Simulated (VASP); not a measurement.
Energy against volume of KTaO3 (cubic perovskite). Computed with vdW-DF-cx, VASP's PBE PAW potentials (set 64) (plane waves; VASP). Numerical set-up: 520 eV cut-off, 6×6×6 Γ-centred mesh, Gaussian smearing of 0.050 eV, potentials K_sv Ta_pv O.

| V (Å³/atom) | E (eV/atom) |
|---|---|
| 12.402 | -6.41821 |
| 12.785 | -6.42631 |
| 13.169 | -6.41995 |
| 13.552 | -6.40133 |

Question: Fit these four points and predict the energy of the run at 12.018 Å³/atom.

Answer: A cubic in V^(−2/3), the third-order Birch-Murnaghan form, passes through the four points with V0 = 12.80 Å³/atom and B0 = 200 GPa, and gives -6.3931 eV/atom there. The run gave -6.3930 eV/atom, +0.0 meV/atom from the fit; all five points give B0 = 200 GPa.

The compound is KTaO3 in the cubic perovskite structure. It was relaxed first.
